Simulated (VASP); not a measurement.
Input:

```xyz
5
Lattice="4.0030 0.0000 0.0000 0.0000 4.0030 0.0000 0.0000 0.0000 4.1154" Properties=species:S:1:pos:R:3 pbc="T T T"
Ba     0.0000     0.0000     0.0139
Ti     2.0015     2.0015     2.1457
O      2.0015     2.0015     3.9931
O      0.0000     2.0015     1.9938
O      2.0015     0.0000     1.9938
```

All values below come from optB88-vdW, VASP's PBE PAW potentials (set 64) (plane waves; VASP). Run with 520 eV cut-off, Gaussian smearing of 0.050 eV, potentials Ba_sv Ti_sv O.

Unless said otherwise, spin-orbit coupling is left out, though it shifts the bands of the heavy elements here.

Q: What does the run give for the band gap (along the path) with the smallest direct gap where there is one?

A: 
```json
{
  "band gap (along the path)": "1.76 eV",
  "smallest direct gap (along the path)": "2.22 eV"
}
```

The compound is BaTiO3 in the tetragonal perovskite structure. It was relaxed first.
